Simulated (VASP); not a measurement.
GeH4, in a box:

```
Ge H
1.0
    12.80089    0.00000    0.00000
     0.00000   13.30089    0.00000
     0.00000    0.00000   13.80089
Ge H
1 4
Direct
  0.50000 0.50376 0.50000
  0.40086 0.46650 0.44902
  0.47707 0.52022 0.60789
  0.58679 0.42515 0.48887
  0.53527 0.60316 0.45422
```

Base run:

| Property | Result |
| --- | --- |
| Program | VASP 6.6.1 |
| Functional | RPBE |
| Potentials or basis | VASP PAW PBE potentials, release 64 (Ge_d, H) |
| Cutoff | 400 eV |
| k mesh | 1 × 1 × 1 |
| Occupations | gaussian, width 0.01 eV |
| Spin | no spin polarisation |

Its results: gap between the frontier levels 7.44 eV; largest force 0.065 eV/Å.

**Question.** After a change of settings the same cell gave: gap between the frontier levels 7.26 eV; largest force 0.013 eV/Å. Which change was it?
A. functional from RPBE to optB86b-vdW
B. functional from RPBE to PBEsol
C. functional from RPBE to LDA; potentials or basis from VASP PAW PBE potentials, release 64 (Ge_d, H) to VASP PAW LDA potentials, release 64 (Ge_d, H)
D. dispersion from none to D3(BJ)

**Answer.** A.

Caveats: the PAW data sets were made with another functional, which shifts forces and pressure a little.

Not every run made on this cell is shown here.
